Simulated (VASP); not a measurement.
Input:

```
Cd4S3Se
1.0
    0.00000     2.94425     2.94425
    2.94425     0.00000     2.94425
   11.78190    11.78190    -0.00490
Cd Se S
4 1 3
Direct
  0.01086   0.01086   0.99186
  0.98970   0.98970   0.25772
  0.99662   0.99662   0.50253
  0.00316   0.00316   0.74763
  0.24718   0.24718   0.06462
  0.24419   0.24419   0.31686
  0.25079   0.25079   0.56191
  0.25749   0.25749   0.80688
```

Computed with PBEsol GGA, VASP's PBE PAW potentials (set 64) (plane waves; VASP 6.6.1). Run with 400 eV cut-off, 7×7×2 Γ-centred mesh, tetrahedra with Blöchl corrections, potentials Cd Se S.

The cores are frozen, which limits the accuracy of field gradients.

Task: Give the principal components of the electric field gradient (V/Å²) and the asymmetry η at each nucleus.

Result: 
```tsv
atom	Vxx	Vyy	Vzz	η
Cd1	4.3	4.3	-8.7	0.00
Cd2	-5.1	-5.1	10.1	0.00
Cd3	1.0	1.0	-2.1	0.00
Cd4	0.8	0.8	-1.6	0.00
Se5	-19.6	-19.6	39.2	0.00
S6	2.9	2.9	-5.7	0.00
S7	2.8	2.8	-5.5	0.00
S8	2.1	2.1	-4.3	0.00
```

The structure was generated: Cd4S3Se was put into an ordered model structure (R3m), which need not be its known phase. It was relaxed first.
